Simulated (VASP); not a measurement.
TlCl (CsCl type):

```xyz
2
Lattice="3.8400 0.0000 0.0000 0.0000 3.8400 0.0000 0.0000 0.0000 3.8400" Properties=species:S:1:pos:R:3 pbc="T T T"
Tl     0.0000     0.0000     0.0000
Cl     1.9200     1.9200     1.9200
```

The highest filled band near X, direction along the valley's axis, from PBE with spin-orbit coupling in VASP (PAW); its two spin partners are averaged. The gap over the points computed is 1.74 eV, and the next band on that side lies 1.04 eV away at the edge.

Numerical set-up: 400 eV cut-off, 8×8×8 Γ-centred mesh, Gaussian smearing of 0.050 eV, potentials Tl_d Cl.

```
distance from the edge in k (1/Å)  distance in energy (meV)
---------------------------------  ------------------------
0.018                                                   4.7
0.025                                                   9.1
0.035                                                  17.7
0.050                                                  35.5
0.070                                                  67.7
```

Task: Fit E(1 + αE) = ħ²k²/2m* (ħ²/2m0 = 3.810 eV Å²) and predict the row at 0.095 1/Å.

Result: Least squares on the energies gives the hole mass m* = 0.260 m0 and α = 0.90 per eV, and so 119.4 meV. The run gave 119.4 meV, -0.0 meV from the fit.

Left out are points under 3 meV from the edge, since the levels carry 0.1 meV, and points farther than half the way to the next band.

The compound is TlCl in the CsCl type structure. The cell was not relaxed at this level.
